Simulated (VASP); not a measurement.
These are r2SCAN meta-GGA, VASP's PBE PAW potentials (set 64) (plane waves; VASP) values and carry that method's errors.

VASP ran on this input.

INCAR:
```
ALGO = Normal
EDIFF = 1E-6
EDIFFG = -0.01
ENCUT = 400
IBRION = 2
ISIF = 3
ISMEAR = 1
LASPH = .TRUE.
LCHARG = .FALSE.
LMAXMIX = 6
LMIXTAU = .TRUE.
LREAL = .FALSE.
LWAVE = .FALSE.
METAGGA = R2SCAN
NELM = 100
NSW = 60
PREC = Accurate
SIGMA = 0.1
SYSTEM = Au
```

File POSCAR:
```
Au
1
    0.0000000000     2.0400000000     2.0400000000
    2.0400000000     0.0000000000     2.0400000000
    2.0400000000     2.0400000000     0.0000000000
Au
1
Direct
  0.0000000000   0.0000000000   0.0000000000
```

File KPOINTS:
```
Automatic mesh
0
Gamma
14 14 14
0 0 0
```

POTCAR, in this order: Au (PBE.64 set). Program: vasp_std.

Energy and stress use the plane-wave basis of the starting cell. Unless said otherwise, spin-orbit coupling is left out, though it shifts the bands of the heavy elements here.

Q: Estimate the energy per atom (σ→0), volume per atom, band gap (on the k-mesh).

A: 
energy per atom (σ→0): -50.592 eV/atom
band gap (on the k-mesh): none (metal, semimetal or under 0.01 eV)
volume per atom: 17.55 Å³/atom

OSZICAR:
```
...
DAV:   4    -0.505909437147E+02   -0.35052E-02   -0.27935E-02  1903   0.124E+00    0.520E-01
DAV:   5    -0.505918512223E+02   -0.90751E-03   -0.33408E-03  1896   0.602E-01    0.711E-02
DAV:   6    -0.505918389723E+02    0.12250E-04   -0.97143E-04  1991   0.395E-01    0.266E-02
DAV:   7    -0.505920927943E+02   -0.25382E-03   -0.84094E-05  1925   0.114E-01    0.165E-02
DAV:   8    -0.505921184991E+02   -0.25705E-04   -0.25167E-05  1921   0.490E-02    0.183E-03
DAV:   9    -0.505921307430E+02   -0.12244E-04   -0.66849E-07   986   0.101E-02    0.118E-03
DAV:  10    -0.505921304187E+02    0.32430E-06   -0.10395E-08   936   0.125E-03
   3 F= -.50592130E+02 E0= -.50592285E+02  d E =-.956188E-02
```

The compound is Au in the fcc structure. This run relaxes it. Symmetry was kept, so distortions that lower it aren't found.
